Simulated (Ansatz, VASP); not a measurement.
# CdH2 in two plane-wave programs, part 2 of 2

Aim: how closely do two programs agree when they are given the same cell, functional and k mesh? The cell is generated by rule, not measured, and may not be a known phase. The cell is taken from a series of VASP runs on this material, whose earlier steps may have relaxed, scaled or displaced it; both programs get it as it stands.

VASP 6.6.1 and Ansatz 0.2.0.

So far. Step 2 (VASP: band structure, HSE06): The run ends at a pressure of -3.92 GPa, with forces up to 0.011 eV/Å.

The structure was built from a prototype and need not be the compound's stable phase.

## (3) Ansatz: band structure, HSE06

Level of this step: Ansatz beside VASP: Kohn-Sham DFT, plane waves, HSE06 (Ansatz).

Ansatz runs on its default PAW (the set named soft_2) files.

The same cell, functional, mesh and smearing now go to Ansatz, which takes its cutoff from its data sets.

File input.yaml:

```yaml
crystal:
  lattice:
    - [3.323400575, 0.0, 0.0]
    - [-1.661700287, 2.878149325, 0.0]
    - [0.0, 0.0, 5.61355]
  atoms:
    - { symbol: Cd, position: [0.0, 0.0, 0.0] }
    - { symbol: H, position: [0.333333333, 0.666666667, 0.1689367842] }
    - { symbol: H, position: [0.666666667, 0.333333333, 0.8310632158] }
hamiltonian:
  xc: { exchange: pbe, correlation: pbe, exx: { coeff: 0.25, omega: 0.2 } }
  pseudopotentials: { kind: paw }
kpoints:
  mp_grid: { grid: [6, 6, 4] }
  band_path:
    path:
      - [0.0, 0.0, 0.0]
      - [0.42857, 0.0, 0.0]
      - [0.40476, 0.19048, 0.0]
      - [0.33333, 0.33333, 0.0]
      - [0.2381, 0.2381, 0.0]
      - [0.19048, 0.19048, 0.0]
      - [0.0, 0.0, 0.07143]
      - [0.0, 0.0, 0.5]
      - [0.42857, 0.0, 0.5]
      - [0.38095, 0.2381, 0.5]
      - [0.19048, 0.19048, 0.5]
      - [0.5, 0.0, 0.35714]
      - [0.33333, 0.33333, 0.0]
      - [0.33333, 0.33333, 0.5]
    npoints: 1
scf:
  occupations: { method: gaussian, width: 0.02 }
  n_extra_bands: 7
output:
  forces: true
  stress: true
  eigenvalues: true
```

Run with:

```bash
$ ansatz run input.yaml --threads 4 --pin off --max-ram 9216MiB --backend cpu --events-out ev --progress --plain --runs-dir out
```

Numbers of over 12 decimals in the logs are rounded to 6 here.

The program printed:

```text
Warning: output.stress: scf.convergence.dr2_threshold = 1e-7 eV (the SCF's general default) is looser than the 3e-10 eV advised for a printed stress (1e-10 eV for each atom of the cell: 3). What an SCF threshold leaves in a stress goes as its square root, and in the free energy as the threshold itself, and one threshold admits the most on a small cell: [figures from the program's tests cut] Set scf.convergence.dr2_threshold to 3e-10 eV or tighter. The threshold is an SCF's pass mark: one that does not reach it within its budget of iterations ends unconverged, or closes short of it on a stop that the run arms, and scf.convergence.dr2_threshold's page says what that costs each kind of run
Warning: output.stress: scf.exx.energy_threshold = 1e-6 eV is looser than the 3e-8 eV advised for a stress under a hybrid functional (1e-8 eV for each atom of the cell: 3). Every SCF of the exchange loop can meet its threshold on dr2 while the loop round them stops early: no threshold on dr2 bounds what that leaves in the stress. Set scf.exx.energy_threshold to 3e-8 eV or tighter. The threshold is the loop's pass mark: a loop that does not reach it within its budget of cycles ends unconverged, and scf.exx.energy_threshold's page has the law
scf.n_extra_bands = 7 over 11 filled bands (N_el = 22.0): the run solves 18 bands
Engine: ansatz 0.2.0, aarch64-unknown-linux-gnu
Pseudopotentials: kind: paw
Pseudopotential: Cd, paw, valence charge 20, recommended cutoff 420 eV (normal), Cd.paw.azcp
Pseudopotential: H, paw, valence charge 1, recommended cutoff 420 eV (normal), H.paw.azcp
Functional definition: unnamed
  parameter a_1 = 0.25
  parameter omega_1 = 0.2/angstrom
  exchange = pbe_x + (-a_1)*pbe_x_sr(omega_1) + a_1*exact_x_sr(omega_1)
  correlation = pbe_c
Crystal: 3 atoms, lattice volume = 53.695 Å³
Basis set: ecut = 420 eV, 1051 PW (Γ), exchange–correlation on 48×48×80 points (8 copies of the dense FFT grid, shifted against one another)
Bands: 18, of which v1, the nominal top of the filled ones, is band 11 counted from 1 (10 counted from 0)
Symmetry: 12 space group operations
Space group: P-3m1 (ITA 164), of the structure as read, at distance tolerance 3.8e-5 Å
k-points: 24 of 144
Non-local potential: Cd, projectors of the file, l = 0: 3, l = 1: 2, l = 2: 2, l = 3: 1
Non-local potential: H, projectors of the file, l = 0: 2, l = 1: 1
PAW form: soft (Blöchl's): semilocal exchange-correlation on the pseudo side does not see the compensation charge
PAW frozen core: Cd, regenerated for the run's functional, and the local potential with it (the file was generated under x = pbe(κ = 0.804, μ = 0.219515), c = pbe(β = 0.066725))
PAW one-centre angular grid: Cd, 590 points (default); XC on 64 Gauss nodes
PAW one-centre angular grid: H, 110 points (default); XC on 64 Gauss nodes
Initial density: superposition of atomic densities (neutral atoms: chi_scale 0, normalization atom), corrected by the library's trained network
Initial wavefunctions: pseudopotential atomic-orbital guess
Functional: x = pbe(κ = 0.804, μ = 0.219515), c = pbe(β = 0.066725), warm-up for x = pbe(κ = 0.804, μ = 0.219515) + 0.25 (exact − pbe) at short range (hse, ω = 0.2 Å⁻¹), c = pbe(β = 0.066725)
SCF iter   1: F=—  HF=-8284.921991 eV  |F-HF|=—  |Δ(HF+E_count)|=         —  Δρ=2.06e-3  dr2=1.42e-3  ethr=1.77e-3  ⟨swp⟩=10.6  Hψ=2138  notcnv=0
preconditioner: auto → none  [insulator: Δε(μ)=1.611 eV  Ē_g=15.130 eV  σ=0.020 eV  W_gap=1.00  n_scr=10 (ndim 8)  ℏωp=19.0 eV  f_vac=0.331  D(μ)=0.00/eV (n_scr^D=0)]
SCF iter   2: F=-8284.922168 eV  HF=-8284.922110 eV  |F-HF|=5.79e-5  |Δ(HF+E_count)|=   1.19e-4  Δρ=7.18e-4  dr2=1.76e-4  ethr=6.47e-6  ⟨swp⟩=3.6  Hψ=1141  notcnv=0  defer=2
SCF 1 stopped early in 2 iterations: F = -8284.922168 eV  dr2 = 1.76e-4
  greatest PAW one-centre occupation: 1.000 electrons in one spin orbital (limit 2), on the Cd atom at site 0 (counted from 0), in its partial waves of l = 0
Initial density: handed on by an earlier stage of this run
Initial wavefunctions: those handed on with the density
Functional: x = pbe(κ = 0.804, μ = 0.219515) + 0.25 (exact − pbe) at short range (hse, ω = 0.2 Å⁻¹), c = pbe(β = 0.066725)
Exchange kernel: α = 0.2500, screened, ω = 0.2000 Å⁻¹, Wigner–Seitz truncation, v(0) = 1128.1925 eV·Å³, q-mesh 6×6×4, nearest image of the exchange supercell L = 19.94 Å, pair-density grid 18×18×25, without the augmentation charges, whose exchange is taken in its separable form by FFT convolution over the k-point mesh (sized by the pseudopotential files, 20×20×40 at the most), smooth part of the exact exchange by density-matrix convolution
Frozen-core exchange: fock
SCF iter   1: F=—  HF=-8288.678446 eV  |F-HF|=—  |Δ(HF+E_count)|=         —  Δρ=6.66e-3  dr2=1.88e-2  ethr=7.99e-6  ⟨swp⟩=5.5  Hψ=1734  notcnv=0
preconditioner: auto → none  [insulator: Δε(μ)=2.612 eV  Ē_g=17.321 eV  σ=0.020 eV  W_gap=1.00  n_scr=10 (ndim 8)  ℏωp=19.0 eV  f_vac=0.332  D(μ)=0.00/eV (n_scr^D=0)]
SCF iter   2: F=—  HF=-8288.673586 eV  |F-HF|=—  |Δ(HF+E_count)|=   4.86e-3  Δρ=2.22e-3  dr2=2.25e-3  ethr=7.99e-6  ⟨swp⟩=4.0  Hψ=1294  notcnv=0
SCF iter   3: F=—  HF=-8288.680970 eV  |F-HF|=—  |Δ(HF+E_count)|=   7.38e-3  Δρ=1.66e-3  dr2=1.07e-3  ethr=4.76e-6  ⟨swp⟩=4.1  Hψ=1129  notcnv=0
iter 4 solved again at ethr=3.47e-7 eV; its pass at ethr=4.48e-6 eV (dr2=7.63e-5 eV) is discarded
SCF iter   4: F=—  HF=-8288.680771 eV  |F-HF|=—  |Δ(HF+E_count)|=   1.99e-4  Δρ=5.06e-4  dr2=9.80e-5  ethr=3.47e-7  ⟨swp⟩=2.0  Hψ=1416  notcnv=0
SCF iter   5: F=—  HF=-8288.680914 eV  |F-HF|=—  |Δ(HF+E_count)|=   1.43e-4  Δρ=2.03e-4  dr2=1.94e-5  ethr=3.32e-7  ⟨swp⟩=3.1  Hψ=757  notcnv=0  defer=2
SCF iter   6: F=-8288.680911 eV  HF=-8288.680911 eV  |F-HF|=3.76e-9  |Δ(HF+E_count)|=   3.37e-6  Δρ=1.98e-5  dr2=4.78e-7  ethr=7.18e-8  ⟨swp⟩=3.0  Hψ=787  notcnv=0
SCF 2 stopped early in 6 iterations: F = -8288.680911 eV  dr2 = 4.78e-7
  Residual-converged pass: ⟨swp⟩=4.0  Hψ=1014  notcnv=0  max |occ|·‖R‖ = 6.6e-6 eV (tolerance 6.7e-6 eV)  dr2=4.82e-7  dr2_onsite=5.86e-9  max |Δocc| = 0.0e0
  greatest PAW one-centre occupation: 1.001 electrons in one spin orbital (limit 2), on the Cd atom at site 0 (counted from 0), in its partial waves of l = 1
hybrid outer 1: dexx = +8.662e-3 eV, tail = 2.39e-5 eV
Exchange kernel: α = 0.2500, screened, ω = 0.2000 Å⁻¹, Wigner–Seitz truncation, v(0) = 1128.1925 eV·Å³, q-mesh 6×6×4, nearest image of the exchange supercell L = 19.94 Å, pair-density grid 18×18×25, without the augmentation charges, whose exchange is taken in its separable form by FFT convolution over the k-point mesh (sized by the pseudopotential files, 20×20×40 at the most), smooth part of the exact exchange by density-matrix convolution
Frozen-core exchange: fock
SCF iter   1: F=—  HF=-8288.680954 eV  |F-HF|=—  |Δ(HF+E_count)|=         —  Δρ=5.05e-5  dr2=4.16e-7  ethr=5.43e-7  ⟨swp⟩=4.0  Hψ=1075  notcnv=0
preconditioner: auto → none  [insulator: Δε(μ)=2.697 eV  Ē_g=17.229 eV  σ=0.020 eV  W_gap=1.00  n_scr=10 (ndim 8)  ℏωp=19.0 eV  f_vac=0.336  D(μ)=0.00/eV (n_scr^D=0)]
SCF iter   2: F=—  HF=-8288.680954 eV  |F-HF|=—  |Δ(HF+E_count)|=   8.69e-8  Δρ=1.31e-5  dr2=5.17e-8  ethr=1.77e-9  ⟨swp⟩=3.2  Hψ=924  notcnv=0
SCF iter   3: F=—  HF=-8288.680954 eV  |F-HF|=—  |Δ(HF+E_count)|=   9.97e-8  Δρ=4.89e-6  dr2=9.34e-9  ethr=1.50e-10  ⟨swp⟩=3.3  Hψ=923  notcnv=0  defer=4
SCF iter   4: F=-8288.680954 eV  HF=-8288.680954 eV  |F-HF|=1.44e-10  |Δ(HF+E_count)|=   2.12e-9  Δρ=1.14e-6  dr2=6.21e-10  ethr=3.18e-11  ⟨swp⟩=3.0  Hψ=861  notcnv=0  defer=1
SCF 3 converged in 4 iterations: F = -8288.680954 eV  dr2 = 6.21e-10
  Residual-converged pass: ⟨swp⟩=3.5  Hψ=844  notcnv=0  max |occ|·‖R‖ = 5.4e-7 eV (tolerance 5.4e-7 eV)  dr2=6.00e-10  dr2_onsite=1.65e-11  max |Δocc| = 0.0e0
hybrid outer 2: dexx = +2.332e-7 eV, tail = 2.12e-8 eV, Δε = 3.09e-3 eV (about 1.08e-4 eV left of the loop's levels), ΔF = 2.16e-4 eV/Å (tail 1.07e-4)
NSCF: frozen V_eff on 14 k-points
hybrid SCF converged: 2 outer / 10 inner (+2 warm-up), last move |dexx| = 2.33e-7 eV, tail = 2.12e-8 eV
Stability not checked: this state was not tested for a lower state beside it, because the functional holds exact exchange (a hybrid, or Hartree-Fock), whose exchange loop this test does not read (fock_operator; see scf.lower_state_search)
Free energy (F): -8288.680954 eV
Frozen-core exchange: fock
Harris-Foulkes:  -8288.680954 eV  (|F-HF|=1.44e-10)
Internal energy: -8288.680954 eV  (E = F + TS)
E sigma→0 (E₀):  -8288.680954 eV
Fermi energy:    3.108323 eV
--- Per-component energies (eV) ---
  E_band       = -662.672759
  E_kinetic    = 529.424559
  E_local      = -4980.340494  (includes V_loc(G=0)·N_el)
  E_nonlocal   = 37.448912
  E_hartree    = 2299.822463
  E_xc         = -153.966772
  E_vxc        = -191.933607  (∫ρ·V_xc dr)
  E_exx        = -91.745240  (= α·E_x^exact, valence–valence)
  E_paw        = -4036.631364  (= ΣΔE_a)
  E_vpaw       = -473.425955  (= ΣTr[D̂ρ^β])
  E_aug_tail   = -0.002217  (compensation charges beyond the density's cutoff)
  E_ewald      = -1892.088712
  E_core_change = -0.602090  (= ΣΔE_core)
  E_smearing   = -0.000000  (= −TS)
  E_closure    = 0.000003  (closes the sum)
  Σ components = -8288.680954   (vs F -8288.680954, Δ=0.00e0)
--- Forces (eV/Å), atoms counted from 1 ---
  atom   1  Cd    -0.00000000     0.00000000     0.00000000
  atom   2  H     -0.00000000    -0.00000000    -0.03476491
  atom   3  H      0.00000000     0.00000000     0.03476491
  max |Σ_I F_I| component: 2.89e-19 eV/Å
--- Stress (GPa, compression-positive) ---
       -4.933968       0.000000      -0.000000
        0.000000      -4.933968      -0.000000
       -0.000000      -0.000000      -0.252814
  P = ⅓ Tr σ = -3.3736 GPa (-33.736 kbar)
--- Band table (eV; the first three rows and the last of 24) ---
  k-point 0: bands = [... 7 lower, -6.3345, -6.3345, -4.9230, -0.0456, 7.7009, 11.9544, 13.6497, 16.7290, ... 3 higher]
  k-point 1: bands = [... 7 lower, -6.3347, -6.3347, -4.8655, -0.2860, 8.3690, 11.9810, 13.6868, 16.7991, ... 3 higher]
  k-point 2: bands = [... 7 lower, -6.3348, -6.3348, -4.8044, -0.5144, 9.1705, 11.9847, 14.0686, 14.7486, ... 3 higher]
  k-point 23: bands = [... 7 lower, -6.5043, -6.3607, 0.7652, 0.7652, 4.6269, 8.9127, 9.0312, 9.0312, ... 3 higher]
```

Elapsed: 36 s, on 4 threads of Arm Neoverse V2, shared host; peak memory 1.1 GiB; 2.1 min of CPU time.

The column dr2 measures how far the density is from self-consistency, as an energy; F and HF (Harris–Foulkes) agree once it is small.

## (4) Differences

Known differences besides the potentials themselves: exact exchange at q = 0 is treated differently, which shows on coarse meshes; VASP keeps PBE cores, Ansatz makes them for the functional; the data sets hold 22 valence electrons in Ansatz (default PAW (the set named soft_2) files) and 14 in VASP; the cutoff is 420 eV in Ansatz and 400 eV in VASP; VASP takes a coarser grid for exact exchange (PRECFOCK = Fast). Total energies have different zeros and are not compared.

Both answers:

```tsv
quantity	Ansatz	VASP	difference
pressure (GPa)	-3.37	-3.92	+0.55
pressure without Ansatz's Pulay correction (GPa)	-3.53	-3.92	+0.39
gap over the path points (eV)	2.431	2.420	+0.011
```

Levels at points of the path, from each program's valence-band top (eV; 4 filled, then empty):

```tsv
k (reciprocal lattice)	Ansatz	VASP
0.000 0.000 0.000	-8.36 -8.36 -6.95 -2.07 5.67 9.93 11.62	-8.33 -8.33 -6.96 -2.06 5.67 10.07 11.62
0.429 0.000 0.000	-8.37 -8.16 -3.90 -0.53 4.24 6.38 8.82	-8.34 -8.13 -3.91 -0.54 4.23 6.39 8.84
0.405 0.190 0.000	-8.36 -8.34 -2.60 -0.77 3.40 6.56 7.79	-8.34 -8.31 -2.60 -0.78 3.39 6.57 7.79
0.333 0.333 0.000	-8.53 -8.39 -1.31 -1.31 2.43 7.77 7.77	-8.50 -8.37 -1.31 -1.31 2.42 7.78 7.78
0.238 0.238 0.000	-8.50 -8.27 -3.84 0.00 4.00 6.13 8.44	-8.48 -8.24 -3.85 0.00 3.99 6.12 8.46
0.190 0.190 0.000	-8.48 -8.29 -5.04 -0.18 5.51 6.54 7.51	-8.45 -8.26 -5.06 -0.17 5.51 6.53 7.51
0.000 0.000 0.071	-8.36 -8.36 -6.94 -2.10 5.74 9.93 11.62	-8.33 -8.33 -6.96 -2.09 5.73 10.07 11.62
0.000 0.000 0.500	-8.36 -8.36 -6.83 -2.54 7.14 9.96 12.04	-8.33 -8.33 -6.84 -2.54 7.20 9.95 12.16
0.429 0.000 0.500	-8.36 -8.16 -3.83 -0.55 3.84 5.65 9.98	-8.34 -8.13 -3.84 -0.55 3.83 5.65 10.02
0.381 0.238 0.500	-8.41 -8.37 -2.14 -0.75 3.04 6.01 6.89	-8.38 -8.34 -2.15 -0.76 3.03 6.01 6.89
```

At this near-relaxed geometry the largest component of a force difference is 24 meV/Å. Among the levels compared at these points, filled levels agree within 32 meV and empty ones within 142 meV. Ansatz's pressure holds a Pulay correction of 0.16 GPa; VASP's holds none.

## (5) Summary of results

* difference in gap over the path points (band structure, HSE06): 0.011 eV
* r.m.s. force difference (band structure, HSE06): 11 meV/Å
* difference in pressure (band structure, HSE06): 0.55 GPa

The r.m.s. force difference is 11 meV/Å (band structure, HSE06), within the 12 meV/Å picked in this series as the mark of a large difference. How closely two codes agree says nothing of how well the functional describes the real material.

[Lines on the potential files, build, host, timing and source positions are cut from VASP's logs without a mark.]

[Logs are printed without paths, hosts, clocks, repeated set-up lines and the standing remarks that a program may print on its own settings, such as how far it seeks lower states.]

[Hosts, paths, dates, database ids (printed as entryN), source tags and the programs' standing remarks are cut or masked in the printed files.]
